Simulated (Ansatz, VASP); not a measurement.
# TiS2: VASP beside Ansatz, part 2 of 2

Wanted: the spread between two codes on one cell, functional and k mesh. Of the first pair: The structure shown is the start of the Ansatz relaxation below; VASP solves that cell, so the two are compared at the walk's first step.

VASP 6.6.1 and Ansatz 0.2.0.

So far: Starting point; Ansatz: relaxation, PBE; VASP: single point, PBE, start cell, pair 1.

## (3) VASP: single point, PBE, start cell, pair 1 (continued)

Level of this step: PBE, no spin polarisation; plane waves and PAW (Ti_sv, S) (VASP).

Numbers of over 12 decimals in the logs are rounded to 6 here.

Parts of OUTCAR (step 3):

```text
ion  position               nearest neighbor table
   1  0.333  0.667  0.323-   2 2.38   3 2.38   2 2.38   3 2.38   2 2.38   3 2.38
   2  0.000  0.000  0.371-   1 2.38   1 2.38   1 2.38
   3  0.667  0.333  0.275-   1 2.38   1 2.38   1 2.38

  LATTYP: Found a hexagonal cell.
 ALAT       =     3.2973200000
 C/A-ratio  =     8.9512643601

 Subroutine GETGRP returns: Found 12 space group operations
 (whereof  6 operations were pure point group operations)

The static configuration has the point symmetry C_3v.
 The point group associated with its full space group is D_3d.

 Found     12 irreducible k-points:

   k-points           NKPTS =     12   k-points in BZ     NKDIM =     12   number of bands    NBANDS=     18

   dimension x,y,z NGX =    24 NGY =   24 NGZ =  196
   dimension x,y,z NGXF=    48 NGYF=   48 NGZF=  392

   ENCUT  =  400.0 eV  29.40 Ry    5.42 a.u.   5.38  5.38 48.13*2*pi/ulx,y,z

   NELECT =      24.0000    total number of electrons

 k-points in reciprocal lattice and weights: Automatic mesh
   0.00000000  0.00000000  0.00000000       0.012
   0.11111111 -0.00000000  0.00000000       0.074
   0.22222222 -0.00000000  0.00000000       0.074
   0.33333333 -0.00000000  0.00000000       0.074
   0.44444444 -0.00000000  0.00000000       0.074
   0.11111111  0.11111111  0.00000000       0.074
   0.22222222  0.11111111  0.00000000       0.148
   0.33333333  0.11111111  0.00000000       0.148
   0.44444444  0.11111111  0.00000000       0.074
   0.22222222  0.22222222  0.00000000       0.074
   0.33333333  0.22222222  0.00000000       0.148
   0.33333333  0.33333333  0.00000000       0.025

 dipolmoment           0.000000      0.000000      0.000004 electrons x Angstroem

 average (electrostatic) potential at core
       1 -84.9100       2 -94.5770       3 -94.5770

 E-fermi :  -3.4112

 k-point     1 :       0.0000    0.0000    0.0000
  band No.  band energies     occupation
    ...
      6     -15.9809      2.00000
      7      -8.2995      2.00000
      8      -6.0844      2.00000
      9      -6.0844      2.00000
     10      -5.0180      2.00000
     11      -3.1299      0.00717
     12      -3.1299      0.00717
     13      -2.8038      0.00001
     14      -2.8038      0.00001
     15      -2.3017      0.00000
    ...

 k-point     2 :       0.1111   -0.0000    0.0000
  band No.  band energies     occupation
    ...
      8      -6.5986      2.00000
      9      -6.0332      2.00000
     10      -4.6377      2.00000
     11      -4.3255      2.00000
     12      -3.7965      1.99910
     13      -2.6500      0.00000
     14      -2.1693      0.00000
     15      -1.9535      0.00000
     16       0.0541      0.00000
     17       0.4346      0.00000
    ...

 k-point     3 :       0.2222   -0.0000    0.0000
  band No.  band energies     occupation
    ...
      8      -7.2891      2.00000
      9      -6.0188      2.00000
     10      -5.9575      2.00000
     11      -4.4801      2.00000
     12      -4.3921      2.00000
     13      -2.9052      0.00008
     14      -1.6987      0.00000
     15      -1.5537      0.00000
     16      -0.2640      0.00000
     17       0.3265      0.00000
    ...

  Total        2.7045114      2.7045116      1.5081748     -0.0000000      0.0000000      0.0000000
  in kB       15.5919729     15.5919742      8.6948870     -0.0000000      0.0000000      0.0000000
  external PRESSURE =      13.2929447 kB  Pullay stress =       0.0000000 kB

  energy-cutoff  :      400.00
  volume of cell :      277.91
      direct lattice vectors                 reciprocal lattice vectors
     3.297320000  0.000000000  0.000000000     0.303276600  0.175096820  0.000000000
    -1.648660000  2.855563000  0.000000000     0.000000000  0.350193640  0.000000000
     0.000000000  0.000000000 29.515183000     0.000000000  0.000000000  0.033880867

 POSITION                                       TOTAL-FORCE (eV/Angst)
 -----------------------------------------------------------------------------------
      0.00000      1.90371      9.53222        -0.000000     -0.000000      0.000000
      0.00000      0.00000     10.96102        -0.000000      0.000000      0.565478
      1.64866      0.95185      8.10342         0.000000      0.000000     -0.565478
 -----------------------------------------------------------------------------------
    total drift:                               -0.000000     -0.000927      0.000160

  FREE ENERGIE OF THE ION-ELECTRON SYSTEM (eV)
  ---------------------------------------------------
  free  energy   TOTEN  =       -19.8609138626 eV

  energy  without entropy=      -19.8555775200  energy(sigma->0) =      -19.85824569

 vacuum level on the upper side and lower side of the slab         2.283         2.282

 total charge
# of ion       s       p       d       tot
------------------------------------------
    1        2.198   6.221   1.865  10.285
    2        1.358   2.393   0.000   3.752
    3        1.358   2.393   0.000   3.752
--------------------------------------------------
tot          4.915  11.008   1.865  17.788

[... 3 further parts left out ...]
```

This run has no spin polarisation, so a moment on Ti, if there is one, isn't seen.

## (4) Side by side

Known differences besides the potentials themselves: Ansatz cuts the interaction across the vacuum, VASP repeats the sheet with a dipole correction; the cutoff is 420 eV in Ansatz and 400 eV in VASP. Total energies have different zeros and are not compared.

Forces (eV/Å; atoms numbered as in POSCAR):

```
atom        Ansatz x, y, z          VASP x, y, z
 Ti1   0.000, 0.000, 0.000   0.000, 0.000, 0.000
  S2   0.000, 0.000, 0.552   0.000, 0.000, 0.565
  S3  0.000, 0.000, -0.552  0.000, 0.000, -0.565
```

The forces differ by 6.6 meV/Å r.m.s., which is 2.5 % of the r.m.s. force of 0.267 eV/Å (both taken over all components). With vacuum in the cell, a pressure given here is an average over mostly empty space and none of the material.

## (5) Ansatz: relaxation, PBE

This run makes the geometry at which the two programs are then compared.

The structure compared here is the end of the Ansatz relaxation.

input.yaml

```yaml
crystal:
  lattice:
    - [3.29732, 0.0, 0.0]
    - [-1.64866, 2.85556289, 0.0]
    - [0.0, 0.0, 19.0644416]
  atoms:
    - { symbol: Ti, position: [0.33333333, 0.66666667, 0.5] }
    - { symbol: S, position: [0.0, 0.0, 0.57494559] }
    - { symbol: S, position: [0.66666667, 0.33333333, 0.42505441] }
  periodic: [true, true, false]
kpoints:
  mp_grid: { grid: [9, 9, 1] }
scf:
  occupations: { method: fermi_dirac, width: 0.05 }
hamiltonian:
  xc: pbe
  pseudopotentials: { kind: paw }
output:
  forces: true
  stress: true
relax:
  f_tol: 0.02
  max_steps: 50
  cell: {}
```

Command:

```console
$ ansatz run input.yaml --threads 4 --pin off --max-ram 8192MiB --backend cpu --events-out ev --progress --plain --runs-dir out
```

What it wrote:

```text
[...]
Crystal: 3 atoms, lattice volume = 277.906 Å³
Basis set: ecut = 420 eV, 5535 PW (Γ), exchange–correlation on 48×48×400 points (8 copies of the dense FFT grid, shifted against one another)
Bands: 16, of which v1, the nominal top of the filled ones, is band 12 counted from 1 (11 counted from 0)
Symmetry: 12 space group operations
[...]
0.000000       0.000000       0.000000
  P = ½ c Tr σ = 0.0054 N/m
--- Relaxed structure (5 steps of the walk, 5 accepted, 1 SCFs on fresh bases) ---
[...]
cell:  # Å, volume = 297.5133 Å³
    - [3.411655, 0.0, 0]
    - [-1.705828, 2.954580, 0]
    - [0, 0, 29.515183]
  atoms:
    - { symbol: Ti, position: [0.333333, 0.666667, 0.322960] }
    - { symbol: S, position: [0, 0, 0.371125] }
    - { symbol: S, position: [0.666667, 0.333333, 0.274795] }
[key lines of the parts left out:]
SCF converged after 7 iterations
Free energy (F): -4307.691496 eV
Fermi energy:    -5.784288 eV
```

## (6) VASP: single point, PBE, relaxed cell, pair 2

The same cell, functional, mesh and smearing now go to VASP, with its own data sets.

INCAR

```
SYSTEM = TiS2
PREC = Accurate
ENCUT = 400
EDIFF = 1E-06
NELM = 120
ISMEAR = -1
SIGMA = 0.05
LREAL = .FALSE.
ALGO = Normal
GGA = PE
NBANDS = 18
LASPH = .TRUE.
LORBIT = 11
LWAVE = .FALSE.
LCHARG = .FALSE.
ISIF = 2
LDIPOL = .TRUE.
IDIPOL = 3
DIPOL = 0.5 0.5 0.323
LVHAR = .TRUE.
GGA_COMPAT = .FALSE.
NELMDL = -8
```

POSCAR

```
TiS2
1.0
    3.4116553652      0.0000000000      0.0000000000
   -1.7058276826      2.9545802152      0.0000000000
    0.0000000000      0.0000000000     29.5151832949
Ti S
1 2
Direct
    0.3333333333      0.6666666667      0.3229599052
    1.0000000000      0.0000000000      0.3711252166
    0.6666666666      0.3333333334      0.2747945939
```

KPOINTS

```
Automatic mesh
0
Gamma
9 9 1
0 0 0
```

Potentials, in the order of the species: Ti_sv and S (PBE family, release 64).

Command:

```console
$ mpirun -np 1 vasp_std
```

What it wrote:

```text
[... set-up lines as in an earlier step ...]
 entering main loop
       N       E                     dE             d eps       ncg     rms          rms(c)
DAV:   1     0.160298327096E+03    0.16030E+03   -0.96552E+03   528   0.829E+02
DAV:   2     0.131285448383E+01   -0.15899E+03   -0.15594E+03   574   0.232E+02
DAV:   3    -0.228324166624E+02   -0.24145E+02   -0.24074E+02   756   0.832E+01
DAV:   4    -0.237996709806E+02   -0.96725E+00   -0.96577E+00   602   0.162E+01
[...]
DAV:  27    -0.199501556938E+02   -0.23473E-05   -0.72335E-08   334   0.188E-03    0.766E-04
DAV:  28    -0.199501583818E+02   -0.26880E-05   -0.28305E-07   352   0.385E-03    0.101E-03
DAV:  29    -0.199501591926E+02   -0.81085E-06   -0.66656E-08   322   0.205E-03
   1 F= -.19950159E+02 E0= -.19947336E+02  d E =-.564642E-02
```

Parts of OUTCAR (step 6):

```text
  Total       -0.0758373     -0.0758373     -0.0488215     -0.0000000      0.0000000      0.0000000
  in kB       -0.4084013     -0.4084013     -0.2629148     -0.0000000      0.0000000      0.0000000
  external PRESSURE =      -0.3599058 kB  Pullay stress =       0.0000000 kB

 POSITION                                       TOTAL-FORCE (eV/Angst)
 -----------------------------------------------------------------------------------
     -0.00000      1.96972      9.53222        -0.000000      0.000000     -0.000000
      0.00000      0.00000     10.95383         0.000000     -0.000000      0.017197
      1.70583      0.98486      8.11061        -0.000000      0.000000     -0.017197
 -----------------------------------------------------------------------------------
    total drift:                                0.000000     -0.000000      0.000007

  FREE ENERGIE OF THE ION-ELECTRON SYSTEM (eV)
  ---------------------------------------------------
  free  energy   TOTEN  =       -19.9501591926 eV

  energy  without entropy=      -19.9445127677  energy(sigma->0) =      -19.94733598

[... 1 part as in an earlier step ...]

[... 2 further parts left out ...]
[key lines of the parts left out:]
E-fermi :  -3.6107
```

The gap is under twice the smearing width, so the edge states are partly filled and the run can't tell a small gap from a semimetal.

## (7) Side by side

At this near-relaxed geometry the largest component of a force difference is 17 meV/Å. With vacuum in the cell, a pressure given here is an average over mostly empty space and none of the material.

## (8) Outcome

* r.m.s. force difference (single point, PBE, start cell, pair 1): 2.5 % of the r.m.s. force
* r.m.s. force difference (single point, PBE, relaxed cell, pair 2): 8.0 meV/Å

**Reading.** The r.m.s. force difference is 2.5 % of the r.m.s. force (single point, PBE, start cell, pair 1), within the 3 % picked in this series as the mark of a large difference. How closely two codes agree says nothing of how well the functional describes the real material.

[Lines on the potential files, build, host, timing and source positions are cut from VASP's logs without a mark.]

[Logs are printed without paths, hosts, clocks, repeated set-up lines and the standing remarks that a program may print on its own settings, such as how far it seeks lower states.]

[Hosts, paths, dates, database ids (printed as entryN), source tags and the programs' standing remarks are cut or masked in the printed files.]
